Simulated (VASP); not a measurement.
Method: PBEsol GGA, VASP's PBE PAW potentials (set 64) (plane waves; VASP).

The input files of a VASP run:

**INCAR**
```
# general
SYSTEM  = NaI
PREC    = Accurate
ENCUT   = 400
LREAL   = .False.
LASPH   = .True.
ICHARG  = 11

# electronic loop
EDIFF   = 1E-7
NELM    = 100
ALGO    = Normal
LMAXMIX = 4

# smearing
ISMEAR  = 0
SIGMA   = 0.05

# functional
GGA     = PS

# output
LWAVE   = .False.
LCHARG  = .False.
LORBIT  = 11
```

File KPOINTS:
```
k-points along high-symmetry lines
15
Line-mode
Reciprocal
  0.000000   0.000000   0.000000 ! GAMMA
  0.500000   0.000000   0.500000 ! X

  0.500000   0.000000   0.500000 ! X
  0.625000   0.250000   0.625000 ! U

  0.375000   0.375000   0.750000 ! K
  0.000000   0.000000   0.000000 ! GAMMA

  0.000000   0.000000   0.000000 ! GAMMA
  0.500000   0.500000   0.500000 ! L

  0.500000   0.500000   0.500000 ! L
  0.500000   0.250000   0.750000 ! W

  0.500000   0.250000   0.750000 ! W
  0.500000   0.000000   0.500000 ! X
```

**POSCAR**
```
NaI
1
    0.0000000000     3.1980132767     3.1980132767
    3.1980132767     0.0000000000     3.1980132767
    3.1980132767     3.1980132767     0.0000000000
Na I
1 1
Direct
  0.0000000000   0.0000000000   0.0000000000
  0.5000000000   0.5000000000   0.5000000000
```

POTCAR, in this order: Na_pv I (PBE.64 set). Program: vasp_std. Read from the step before: CHGCAR.

Output of the run:

File OUTCAR:
```
 ion  position               nearest neighbor table
   1  0.000  0.000  0.000-
   2  0.500  0.500  0.500-
  LATTYP: Found a face centered cubic cell.
 ALAT       =     6.3960265534
 Subroutine PRICEL returns:
 Original cell was already a primitive cell.
 Subroutine GETGRP returns: Found 48 space group operations
The static configuration has the point symmetry O_h .
The dynamic configuration has the point symmetry O_h .
 Subroutine INISYM returns: Found 48 space group operations
   k-points           NKPTS =     90   k-points in BZ     NKDIM =     90   number of bands    NBANDS=     11
   number of dos      NEDOS =    301   number of ions     NIONS =      2
   total plane-waves  NPLWV =  27000
   dimension x,y,z NGX =    30 NGY =   30 NGZ =   30
   dimension x,y,z NGXF=    60 NGYF=   60 NGZF=   60
   ions per type =               1   1
   PREC   = accura    normal or accurate (medium, high low for compatibility)
   ISTART =      0    job   : 0-new  1-cont  2-samecut
   ICHARG =     11    charge: 1-file 2-atom 10-const
   ISPIN  =      1    spin polarized calculation?
   LNONCOLLINEAR =      F non collinear calculations
   LSORBIT =      F    spin-orbit coupling
   INIWAV =      1    electr: 0-lowe 1-rand  2-diag
   ENCUT  =  400.0 eV  29.40 Ry    5.42 a.u.   7.38  7.38  7.38*2*pi/ulx,y,z
   NELM   =    100;   NELMIN=  2; NELMDL= -5     # of ELM steps
   EDIFF  = 0.1E-06   stopping-criterion for ELM
   LREAL  =      F    real-space projection
   NLSPLINE    = F    spline interpolate recip. space projectors
   LMAXMIX     =    4 max onsite mixed and CHGCAR
   VOSKOWN=      0    Vosko Wilk Nusair interpolation
   EDIFFG = 0.1E-05   stopping-criterion for IOM
   NSW    =      0    number of steps for IOM
   NBLOCK =      1;   KBLOCK =      1    inner block; outer block
   IBRION =     -1    ionic relax: 0-MD 1-quasi-New 2-CG
   NFREE  =      0    steps in history (QN), initial steepest desc. (CG)
   ISIF   =      2    stress and relaxation
   ISYM   =      2    0-nonsym 1-usesym 2-fastsym
   TEIN   =    0.0    initial temperature
   TEBEG  =    0.0;   TEEND  =   0.0 temperature during run
...
```

### OSZICAR
```
       N       E                     dE             d eps       ncg     rms          rms(c)
DAV:   1     0.692894202406E+02    0.69289E+02   -0.61052E+03  2007   0.952E+02
DAV:   2     0.130305635419E+00   -0.69159E+02   -0.65232E+02  2163   0.217E+02
DAV:   3    -0.504282715330E+01   -0.51731E+01   -0.50780E+01  2436   0.617E+01
DAV:   4    -0.518130798614E+01   -0.13848E+00   -0.13840E+00  2440   0.106E+01
DAV:   5    -0.518480492099E+01   -0.34969E-02   -0.34969E-02  2351   0.168E+00
DAV:   6    -0.518497438866E+01   -0.16947E-03   -0.16947E-03  2849   0.362E-01
DAV:   7    -0.518497678795E+01   -0.23993E-05   -0.23993E-05  2359   0.322E-02
DAV:   8    -0.518497693449E+01   -0.14654E-06   -0.14654E-06  2018   0.690E-03
DAV:   9    -0.518497693835E+01   -0.38599E-08   -0.38579E-08  1545   0.137E-03
   1 F= -.51849769E+01 E0= -.51849769E+01  d E =-.255777E-16
```

**OUTCAR**
```
 val. band max:        0.9709436961   @ k =   0.0000   0.0000   0.0000

 cond. band min:       4.5690814812   @ k =   0.0000   0.0000   0.0000



 k-point     1 :       0.0000    0.0000    0.0000
  band No.  band energies     occupation
      1     -21.2345      2.00000
      2     -21.2345      2.00000
      3     -21.2345      2.00000
      4     -10.1817      2.00000
      5       0.9709      2.00000
      6       0.9709      2.00000
      7       0.9709      2.00000
      8       4.5691      0.00000
      9       8.8144      0.00000
     10       8.8144      0.00000
     11       8.8144      0.00000

 k-point     2 :       0.0357    0.0000    0.0357
  band No.  band energies     occupation
      1     -21.2345      2.00000
      2     -21.2345      2.00000
      3     -21.2345      2.00000
      4     -10.1763      2.00000
      5       0.9192      2.00000
      6       0.9587      2.00000
      7       0.9587      2.00000
      8       4.6410      0.00000
      9       8.7301      0.00000
     10       8.8468      0.00000
     11       8.8468      0.00000

 k-point     3 :       0.0714    0.0000    0.0714
  band No.  band energies     occupation
      1     -21.2345      2.00000
      2     -21.2345      2.00000
      3     -21.2345      2.00000
      4     -10.1603      2.00000
      5       0.7772      2.00000
      6       0.9228      2.00000
      7       0.9228      2.00000
      8       4.8422      0.00000
      9       8.5166      0.00000
     10       8.9428      0.00000
     11       8.9428      0.00000

 k-point     4 :       0.1071    0.0000    0.1071
  band No.  band energies     occupation
      1     -21.2348      2.00000
      2     -21.2345      2.00000
      3     -21.2345      2.00000
      4     -10.1345      2.00000
      5       0.5742      2.00000
      6       0.8664      2.00000
      7       0.8664      2.00000
      8       5.1377      0.00000
      9       8.2406      0.00000
     10       9.0980      0.00000
...
```

The density is held fixed in this step, so its total energy and stress have no physical meaning. Unless said otherwise, spin-orbit coupling is left out, though it shifts the bands of the heavy elements here.

The compound is NaI in the rock salt structure. It was relaxed first.
